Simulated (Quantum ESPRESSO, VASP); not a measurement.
## Elastic constants of TiN and what follows from them

The cell as given, ahead of any relaxation:

It takes space group Fm-3m (No. 225, cubic). Conventional cell: a = 4.240 Å, b = 4.240 Å, c = 4.240 Å, α = 90.00°, β = 90.00°, γ = 90.00°. Ti (site symmetry m-3m) has 6 N at 2.12 Å as nearest neighbours. Around N (site symmetry m-3m) lie 6 Ti at 2.12 Å.

The cell was built by a generator and isn't the measured one.

Constants in GPa on the cubic axes, for the cell relaxed at the run's level, where symmetry holds the atoms; no spin polarisation, no spin-orbit coupling. Meshes are those of the run's cell of 2 atoms. Occupations: methfessel-paxton 0.15 eV (run 1); methfessel-paxton 0.15 eV (run 2). Space group Fm-3m.

| run | level | program and potentials | k mesh | cell | C11 | C12 | C44 |
| --- | --- | --- | --- | --- | --- | --- | --- |
| 1 | PBE | VASP, PBE PAW files N, Ti_sv, 600 eV | 16 × 16 × 16 | relaxed, 9.59 Å³ an atom | 561.9 | 133.6 | 166.4 |
| 2 | PBEsol | VASP, PBE PAW files N, Ti_sv, 600 eV (made for PBE) | 16 × 16 × 16 | relaxed, 9.30 Å³ an atom | 622.4 | 137.7 | 173.1 |

Q: For run 2, work out the bulk, shear and Young's moduli of a random polycrystal, Poisson's ratio and the anisotropy, and test the cell's stability.

A: From the values as printed: B = (C11 + 2 C12)/3 = 299.3 GPa. Voigt: G_V = (C11 - C12 + 3 C44)/5 = 200.8; Reuss: G_R = 5 C44 (C11 - C12)/[4 C44 + 3 (C11 - C12)] = 195.4; Hill's mean, from the unrounded bounds, G = 198.1 GPa. Young's modulus E = 9BG/(3B + G) = 486.9 GPa, Poisson's ratio ν = (3B - 2G)/[2(3B + G)] = 0.229. Zener's ratio 2 C44/(C11 - C12) = 0.71, so the crystal is stiffest along ⟨100⟩ and softest along ⟨111⟩. C11 > |C12|, C11 + 2 C12 > 0 and C44 > 0 hold, so the cell is stable against small uniform strains, which says nothing of soft phonons. An equation of state at this level (Quantum ESPRESSO, GBRV 1.5 PBEsol; mesh 16 × 16 × 16) gives B0 = 300.4 GPa at its minimum of 9.29 Å³ an atom, against 9.30 here. Over the runs shown B spans 276.4 to 299.3 GPa and C44 166.4 to 173.1.
